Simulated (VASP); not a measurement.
All values below come from revPBE GGA, VASP's PBE PAW potentials (set 64) (plane waves; VASP 6.6.1).

The input files of a VASP run:

**INCAR**
```
SYSTEM = CsPbBr3
PREC = Accurate
ENCUT = 520
EDIFF = 1E-7
NELM = 100
ALGO = Normal
LREAL = .FALSE.
LASPH = .TRUE.
ISMEAR = 0
SIGMA = 0.05
GGA = RE
LMAXMIX = 4
LWAVE = .FALSE.
LCHARG = .FALSE.
ISIF = 2
```

### POSCAR
```
CsPbBr3
1.0
  6.0599875285   0.0000000000   0.0000000000
  0.0000000000   6.0599875285   0.0000000000
  0.0000000000   0.0000000000   6.0599875285
Cs Pb Br
1 1 3
Cartesian
  0.0000000000   0.0000000000   0.0000000000
  3.0299937642   3.0299937642   3.0299937642
  3.0299937642   0.0000000000   3.0299937642
  0.0000000000   3.0299937642   3.0299937642
  3.0299937642   3.0299937642   0.0000000000
```

File KPOINTS:
```
Automatic mesh
0
Gamma
4 4 4
0 0 0
```

POTCAR, in this order: Cs_sv Pb_d Br (PBE.64 set). Program: vasp_std.

Unless said otherwise, spin-orbit coupling is left out, though it shifts the bands of the heavy elements here.

**Question.** What does the run give for the energy per atom (σ→0), band gap (on the k-mesh)?

**Answer.** 
The energy per atom (σ→0) comes out as -2.985 eV/atom and the band gap (on the k-mesh) is 1.95 eV.

File OSZICAR:
```
...
DAV:   9    -0.149240860556E+02   -0.30832E-03   -0.12136E-02   714   0.863E-01    0.128E-01
DAV:  10    -0.149252213104E+02   -0.11353E-02   -0.21987E-03   588   0.276E-01    0.581E-02
DAV:  11    -0.149254244060E+02   -0.20310E-03   -0.49700E-04   614   0.189E-01    0.106E-02
DAV:  12    -0.149254341135E+02   -0.97075E-05   -0.91789E-05   782   0.792E-02    0.990E-03
DAV:  13    -0.149254351938E+02   -0.10803E-05   -0.17834E-05   656   0.291E-02    0.357E-03
DAV:  14    -0.149254357271E+02   -0.53335E-06   -0.11538E-06   592   0.890E-03    0.111E-03
DAV:  15    -0.149254357628E+02   -0.35667E-07   -0.83071E-08   460   0.192E-03
   1 F= -.14925436E+02 E0= -.14925436E+02  d E =-.706665E-14
```

The compound is CsPbBr3 in the cubic perovskite structure, the ideal cubic form; the compound distorts at low or room temperature. This cell is one point of a volume scan, at 0.97 of the reference volume.
